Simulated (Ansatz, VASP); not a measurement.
**Zn2SeS in two plane-wave programs**

Wanted: the spread between two codes on one cell, functional and k mesh. The cell is taken from a series of runs on this material, whose earlier steps may have relaxed, scaled, displaced or heated it; both programs get it as it stands.

Program: Ansatz 0.2.0. Level of theory: plane waves, with VASP 6.6.1 beside it; single point at LDA. Results are calculated unless marked as measured.

The structure was built from a prototype and need not be the compound's stable phase.

## (1) Set-up

The structure is orthorhombic, space group Ima2 (No. 46). The conventional cell has a = 7.833 Å, b = 7.833 Å, c = 11.077 Å, α = 90.00°, β = 90.00°, γ = 90.00°. Nearest to Zn lie 1 S at 2.34 Å and 3 Se at 2.42 Å. Nearest to Zn lie 2 S at 2.36 Å and 2 Se at 2.44 Å. Nearest to Zn lie 3 S at 2.37 to 2.38 Å and 1 Se at 2.45 Å. Nearest to Se lie 4 Zn at 2.42 to 2.44 Å. Nearest to Se lie 4 Zn at 2.42 to 2.45 Å. S has 4 Zn at 2.34 to 2.38 Å nearest. It derives from ZnS. As first built, before any earlier steps moved the atoms (in the runner's words): kind substitutional alloy; site S; solute Se; x 0.5; order random; lattice linear between the end members' cells; series ['alloy ZnS ZnSe', 0.5, 'fraction of ZnSe']. Farther neighbours and most contacts between anions are not listed.

As a file:

```xyz
16
Lattice="0.0000 5.5385 5.5385 5.5385 0.0000 5.5385 5.5385 5.5385 0.0000" Properties=species:S:1:pos:R:3 pbc="T T T"
Zn    5.5039    0.0346    5.4990
Zn    2.8038    8.2732    5.4990
Zn    2.8426    5.5338    8.3081
Zn    5.5432    8.2344    8.3081
Zn   11.0037    8.3124    8.3081
Zn    8.3031    5.6118    8.3081
Zn    8.3415    8.2740    5.5771
Zn    5.5047    5.5723    5.5771
Se    1.3846    1.3846    1.3892
Se    4.1539    4.1539    1.3892
Se    6.9188    4.1582    4.1533
Se    1.3889    4.1496    4.1533
S     4.1498    1.3887    4.1535
S     4.1580    6.9190    4.1535
S     4.1539    4.1539    6.9197
S     6.9231    6.9231    6.9197
```

## (2) VASP: single point, LDA

With cell and atoms fixed, the geometry can't cause a difference; cores, projectors, grids and the points listed under the comparison can.

Lines of VASP's logs that name or quote its potential files are left out, and so is its time.

The input, INCAR:

```
SYSTEM = Zn2SeS
PREC = Accurate
ENCUT = 500
EDIFF = 1E-06
NELM = 120
ISMEAR = -1
SIGMA = 0.02
LREAL = .FALSE.
ALGO = Normal
GGA = PW92
NBANDS = 89
LORBIT = 11
LWAVE = .FALSE.
LCHARG = .FALSE.
ISIF = 2
LASPH = .TRUE.
GGA_COMPAT = .FALSE.
EFERMI = MIDGAP
KPAR = 4
```

The input, POSCAR:

```
Zn2SeS
1.0
    0.0000000000      5.5385000000      5.5385000000
    5.5385000000      0.0000000000      5.5385000000
    5.5385000000      5.5385000000      0.0000000000
Zn Se S
8 4 4
Direct
    0.0026712838      0.9901929007      0.0035679077
    0.9901929007      0.0026712838      0.5035679078
    0.9929918180      0.5070770841      0.0061601991
    0.9929918180      0.5070770841      0.4937708988
    0.5070770841      0.9929918180      0.9937708988
    0.5070770841      0.9929918180      0.5061601991
    0.4973803394      0.5095815909      0.9965190348
    0.5095815909      0.4973803394      0.4965190348
    0.1254168506      0.1254168506      0.1245831494
    0.1254168506      0.1254168506      0.6245831494
    0.1257232121      0.6241684214      0.6250541832
    0.6241684214      0.1257232121      0.1250541832
    0.1257113776      0.6242240525      0.1250322850
    0.6242240525      0.1257113776      0.6250322850
    0.6246876581      0.6246876581      0.1253123419
    0.6246876581      0.6246876581      0.6253123419
```

The input, KPOINTS:

```
Automatic mesh
0
Gamma
4 4 4
0 0 0
```

The projector-augmented-wave data sets are Zn, Se and S (LDA family, release 64).

The run is started by

```sh
> mpirun -np 4 vasp_std
```

Numbers of over 12 decimals in the logs are rounded to 6 here.

Log:

```text
[banner, memory and clock lines left out]
running    4 mpi-ranks, on    1 nodes
 distrk:  each k-point on    1 cores,    4 groups
 distr:  one band on    1 cores,    1 groups

 POSCAR found type information on POSCAR ZnSeS
 POSCAR found :  3 types and      16 ions
|                                                                             |
|               ----> ADVICE to this user running VASP <----                  |
|                                                                             |
|     You enforced a specific xc type in the INCAR file but a different       |
|     [... a line on the potential file left out ...]
|     I HOPE YOU KNOW WHAT YOU ARE DOING!                                     |
|                                                                             |

 LDA part: xc-table for (Slater(with rela. corr.)+PW92), standard interpolation
 POSCAR, INCAR and KPOINTS ok, starting setup
 FFT: planning ... GRIDC
 FFT: planning ... GRID_SOFT
 FFT: planning ... GRID
 WAVECAR not read
 entering main loop
       N       E                     dE             d eps       ncg     rms          rms(c)
DAV:   1     0.126771999712E+04    0.12677E+04   -0.62004E+04  3204   0.186E+03
DAV:   2     0.151475901567E+03   -0.11162E+04   -0.10645E+04  3204   0.460E+02
DAV:   3    -0.508721177085E+02   -0.20235E+03   -0.19527E+03  3555   0.173E+02
DAV:   4    -0.645699649543E+02   -0.13698E+02   -0.13589E+02  3708   0.450E+01
DAV:   5    -0.648395899291E+02   -0.26962E+00   -0.26902E+00  3640   0.627E+00    0.166E+01
DAV:   6    -0.619422035046E+02    0.28974E+01   -0.62505E+00  4661   0.392E+01    0.124E+01
DAV:   7    -0.619697500648E+02   -0.27547E-01   -0.62402E+00  3600   0.741E+00    0.503E+00
DAV:   8    -0.618880817028E+02    0.81668E-01   -0.39494E-01  4070   0.624E+00    0.181E+00
DAV:   9    -0.618867025012E+02    0.13792E-02   -0.89795E-02  4088   0.344E+00    0.540E-01
DAV:  10    -0.618861083823E+02    0.59412E-03   -0.67925E-03  4496   0.131E+00    0.339E-01
DAV:  11    -0.618861637718E+02   -0.55390E-04   -0.29271E-03  4376   0.367E-01    0.159E-01
DAV:  12    -0.618862297738E+02   -0.66002E-04   -0.61027E-04  3720   0.169E-01    0.566E-02
DAV:  13    -0.618862226313E+02    0.71425E-05   -0.13642E-04  4224   0.283E-01    0.358E-02
DAV:  14    -0.618862198275E+02    0.28037E-05   -0.44684E-05  4104   0.101E-01    0.179E-02
DAV:  15    -0.618862179658E+02    0.18617E-05   -0.11402E-05  4232   0.396E-02    0.500E-03
DAV:  16    -0.618862181093E+02   -0.14348E-06   -0.56720E-06  3032   0.151E-02
   1 F= -.61886218E+02 E0= -.61886218E+02  d E =-.198109E-15
```

Parts of OUTCAR (step 2):

```text
ion  position               nearest neighbor table
   1  0.003  0.990  0.004-  13 2.34  12 2.42  10 2.42   9 2.42
   2  0.990  0.003  0.504-  14 2.34  11 2.42  10 2.42   9 2.42
   3  0.993  0.507  0.006-  15 2.36  13 2.36  11 2.44   9 2.44
   4  0.993  0.507  0.494-  16 2.36  13 2.36  11 2.44  10 2.44
   5  0.507  0.993  0.994-  15 2.36  14 2.36  12 2.44   9 2.44
   6  0.507  0.993  0.506-  16 2.36  14 2.36  12 2.44  10 2.44
   7  0.497  0.510  0.997-  16 2.37  15 2.37  13 2.38  12 2.45
   8  0.510  0.497  0.497-  15 2.37  16 2.37  14 2.38  11 2.45
   9  0.125  0.125  0.125-   2 2.42   1 2.42   3 2.44   5 2.44
  10  0.125  0.125  0.625-   1 2.42   2 2.42   4 2.44   6 2.44
  11  0.126  0.624  0.625-   2 2.42   4 2.44   3 2.44   8 2.45
  12  0.624  0.126  0.125-   1 2.42   5 2.44   6 2.44   7 2.45
  13  0.126  0.624  0.125-   1 2.34   4 2.36   3 2.36   7 2.38
  14  0.624  0.126  0.625-   2 2.34   5 2.36   6 2.36   8 2.38
  15  0.625  0.625  0.125-   3 2.36   5 2.36   8 2.37   7 2.37
  16  0.625  0.625  0.625-   4 2.36   6 2.36   7 2.37   8 2.37

  LATTYP: Found a face centered cubic cell.
 ALAT       =    11.0770000000

 Subroutine GETGRP returns: Found  4 space group operations
 (whereof  2 operations were pure point group operations)

The static configuration has the point symmetry C_1h.
 The point group associated with its full space group is C_2v.

 Found     18 irreducible k-points:

   k-points           NKPTS =     18   k-points in BZ     NKDIM =     18   number of bands    NBANDS=     89

   dimension x,y,z NGX =    60 NGY =   60 NGZ =   60
   dimension x,y,z NGXF=   120 NGYF=  120 NGZF=  120

   ENCUT  =  500.0 eV  36.75 Ry    6.06 a.u.  14.28 14.28 14.28*2*pi/ulx,y,z

   NELECT =     144.0000    total number of electrons

 k-points in reciprocal lattice and weights: Automatic mesh
   0.00000000  0.00000000  0.00000000       0.016
   0.25000000  0.00000000  0.00000000       0.062
   0.00000000  0.00000000  0.25000000       0.062
   0.50000000  0.00000000  0.00000000       0.031
   0.00000000  0.00000000  0.50000000       0.031
   0.25000000  0.25000000  0.00000000       0.031
   0.00000000  0.25000000  0.25000000       0.062
   0.50000000  0.25000000  0.00000000       0.062
   0.00000000  0.50000000  0.25000000       0.125
[...]
-0.25000000  0.50000000  0.25000000       0.062
   0.25000000 -0.25000000  0.50000000       0.031

 average (electrostatic) potential at core
       1 -37.8088       2 -37.8088       3 -37.8731       4 -37.8731       5 -37.8731
       6 -37.8731       7 -37.9373       8 -37.9373       9 -61.7500      10 -61.7500
      11 -61.7895      12 -61.7895      13 -89.6476      14 -89.6476      15 -89.6791
      16 -89.6791

 E-fermi :   2.4523

 k-point     1 :       0.0000    0.0000    0.0000
  band No.  band energies     occupation
    ...
     68       1.0189      2.00000
     69       1.0657      2.00000
     70       1.7287      2.00000
     71       1.7722      2.00000
     72       1.7874      2.00000
     73       3.1172      0.00000
     74       4.3060      0.00000
     75       4.4170      0.00000
     76       4.4405      0.00000
     77       4.5392      0.00000
    ...

 k-point     2 :       0.2500    0.0000    0.0000
  band No.  band energies     occupation
    ...
     68       0.6740      2.00000
     69       0.9515      2.00000
     70       0.9901      2.00000
     71       1.6228      2.00000
     72       1.6423      2.00000
     73       4.0238      0.00000
     74       4.5231      0.00000
     75       4.9590      0.00000
     76       5.0276      0.00000
     77       5.0625      0.00000
    ...

 k-point     3 :       0.0000    0.0000    0.2500
  band No.  band energies     occupation
    ...
     68       0.6731      2.00000
     69       0.9724      2.00000
     70       1.0527      2.00000
     71       1.5700      2.00000
     72       1.6191      2.00000
     73       4.0371      0.00000
     74       4.4865      0.00000
     75       4.9663      0.00000
     76       5.0581      0.00000
     77       5.1065      0.00000
    ...

  Total       -8.0264956     -8.0264956     -8.0344086      0.0043610      0.0000000      0.0000000
  in kB      -37.8468795    -37.8468795    -37.8841912      0.0205631      0.0000000      0.0000000
  external PRESSURE =     -37.8593168 kB  Pullay stress =       0.0000000 kB

  energy-cutoff  :      500.00
  volume of cell :      339.79
      direct lattice vectors                 reciprocal lattice vectors
     0.000000000  5.538500000  5.538500000    -0.090277151  0.090277151  0.090277151
     5.538500000  0.000000000  5.538500000     0.090277151 -0.090277151  0.090277151
     5.538500000  5.538500000  0.000000000     0.090277151  0.090277151 -0.090277151

 POSITION                                       TOTAL-FORCE (eV/Angst)
 -----------------------------------------------------------------------------------
      5.50394      0.03456      5.49898        -0.026453      0.026453     -0.025331
      2.80381      8.27319      5.49898         0.026453     -0.026453     -0.025331
      2.84256      5.53380      8.30813         0.031435     -0.001543     -0.000645
      5.54320      8.23444      8.30813         0.001543     -0.031435     -0.000645
     11.00369      8.31245      8.30813        -0.031435      0.001543     -0.000645
      8.30305      5.61181      8.30813        -0.001543      0.031435     -0.000645
      8.34154      8.27396      5.57706         0.005419     -0.005419      0.009765
      5.50471      5.57229      5.57706        -0.005419      0.005419      0.009765
      1.38462      1.38462      1.38924        -0.000000     -0.000000      0.004663
      4.15388      4.15388      1.38924        -0.000000     -0.000000      0.004663
      6.91882      4.15818      4.15327        -0.003649      0.003649     -0.000630
      1.38893      4.14957      4.15327         0.003649     -0.003649     -0.000630
      4.14976      1.38874      4.15352         0.015584     -0.015584     -0.002838
      4.15799      6.91901      4.15352        -0.015584      0.015584     -0.002838
      4.15388      4.15388      6.91967         0.000000      0.000000      0.015662
      6.92313      6.92313      6.91967         0.000000      0.000000      0.015662
 -----------------------------------------------------------------------------------
    total drift:                               -0.000001     -0.000001     -0.000105

  FREE ENERGIE OF THE ION-ELECTRON SYSTEM (eV)
  ---------------------------------------------------
  free  energy   TOTEN  =       -61.8862181093 eV

  energy  without entropy=      -61.8862181093  energy(sigma->0) =      -61.88621811

 total charge
# of ion       s       p       d       tot
------------------------------------------
    1        0.550   0.487   9.790  10.828
    2        0.550   0.487   9.790  10.828
    3        0.539   0.468   9.791  10.797
    4        0.539   0.468   9.791  10.797
    5        0.539   0.468   9.791  10.797
    6        0.539   0.468   9.791  10.797
    7        0.527   0.448   9.791  10.766
    8        0.527   0.448   9.791  10.766
    9        1.440   2.432   0.032   3.904
   10        1.440   2.432   0.032   3.904
   11        1.440   2.428   0.031   3.900
   12        1.440   2.428   0.031   3.900
   13        1.317   2.395   0.000   3.712
   14        1.317   2.395   0.000   3.712
   15        1.317   2.392   0.000   3.709
   16        1.317   2.392   0.000   3.709
--------------------------------------------------
tot         15.340  23.035  78.452 116.826

[... 3 further parts left out ...]
```

The run ends at a pressure of -3.79 GPa, with forces up to 0.045 eV/Å.

(Part 1 of 2 ends here.)

[Lines on the potential files, build, host, timing and source positions are cut from VASP's logs without a mark.]

[Logs are printed without paths, hosts, clocks, repeated set-up lines and the standing remarks that a program may print on its own settings, such as how far it seeks lower states.]

[Hosts, paths, dates, database ids (printed as entryN), source tags and the programs' standing remarks are cut or masked in the printed files.]
